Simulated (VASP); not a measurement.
Crystal: F2, in a box.

```
F
1.0
    11.00000    0.00000    0.00000
     0.00000   10.00000    0.00000
     0.00000    0.00000   10.00000
F
2
Direct
  0.44810 0.52334 0.47390
  0.55426 0.48086 0.53290
```

Program: VASP 6.6.1. Alike in all runs: no spin polarisation; cell as given; k mesh 1 × 1 × 1; cutoff (eV) 520; smearing gaussian 0.01 eV.

Q: Order these runs on this cell by their band gap on the k mesh, lowest first.
A. level PBE0+D4; potentials or basis VASP PAW PBE potentials, release 64 (F); grid for exact exchange (PRECFOCK) Fast; exchange at q = 0 default
B. level LDA; potentials or basis VASP PAW LDA potentials, release 64 (F)
C. level PBE; potentials or basis VASP PAW PBE potentials, release 64 (F)
D. level TPSS+TS; potentials or basis VASP PAW PBE potentials, release 64 (F)

A: B (3.82 eV), C (4.04 eV), D (4.45 eV), A (8.25 eV).

A k mesh can miss the band edges.

Not every run made on this cell is shown here.
